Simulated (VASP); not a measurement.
Calculation: PBEsol GGA, VASP's PBE PAW potentials (set 64) (plane waves; VASP).

VASP ran on this input.

### POSCAR
```
Cs(211) slab
1.0
  5.1998735194   0.0000000000   0.0000000000
  0.0000000000   8.4913581057   0.0000000000
  0.0000000000   0.0000000000  24.5696392290
Cs
4
Cart
  2.5999367597   6.3685185793   8.6079485342
  4.3332261995   2.1228395264  11.0591877312
  0.8666473199   6.3685185793  13.5104514978
  2.5999367597   2.1228395264  15.9616906948
```

KPOINTS:
```
Automatic mesh
0
Gamma
6 4 1
0 0 0
```

### INCAR
```
ISMEAR = 1
ISIF = 2
LDIPOL = .TRUE.
NSW = 50   # most ionic steps
GGA = PS
ENCUT = 400
PREC = Normal
SYSTEM = Cs(211) slab
NELM = 100   # most electronic steps
IDIPOL = 3
LWAVE = .TRUE.
LMAXMIX = 4   # l cut-off of mixed one-centre charges
LCHARG = .FALSE.
NELMIN = 4
IBRION = 2   # conjugate gradients
EDIFF = 1E-5
EDIFFG = -0.03   # ionic stop
DIPOL = 0.5 0.5 0.5
LREAL = .FALSE.
ALGO = Normal
SIGMA = 0.1   # width (eV)
LASPH = .TRUE.   # aspherical one-centre terms
```

POTCAR, in this order: Cs_sv (PBE.64 set). Program: vasp_std.

Unless said otherwise, spin-orbit coupling is left out, though it shifts the bands of the heavy elements here.

Estimate the energy per atom (σ→0), band gap (on the k-mesh).

| Property | Value |
|---|---|
| energy per atom (σ→0) | -0.815 eV/atom |
| band gap (on the k-mesh) | none (metal, semimetal or under 0.01 eV) |

### OSZICAR
```
...
       N       E                     dE             d eps       ncg     rms          rms(c)
DAV:   1    -0.325581855856E+01    0.37283E-02   -0.27749E+00   546   0.813E+00    0.153E-01
DAV:   2    -0.326196370030E+01   -0.61451E-02   -0.66733E-02   528   0.131E+00    0.759E-02
DAV:   3    -0.326194206873E+01    0.21632E-04   -0.78046E-04   672   0.142E-01    0.529E-02
DAV:   4    -0.326189740612E+01    0.44663E-04   -0.68724E-05   660   0.462E-02    0.371E-02
DAV:   5    -0.326187569451E+01    0.21712E-04   -0.66030E-05   600   0.429E-02    0.189E-02
DAV:   6    -0.326187621380E+01   -0.51929E-06   -0.47708E-05   546   0.370E-02
   5 F= -.32618762E+01 E0= -.32603018E+01  d E =-.431108E-02
```

The cell is a thin slab with vacuum, built from Cs (bcc): (211) face.
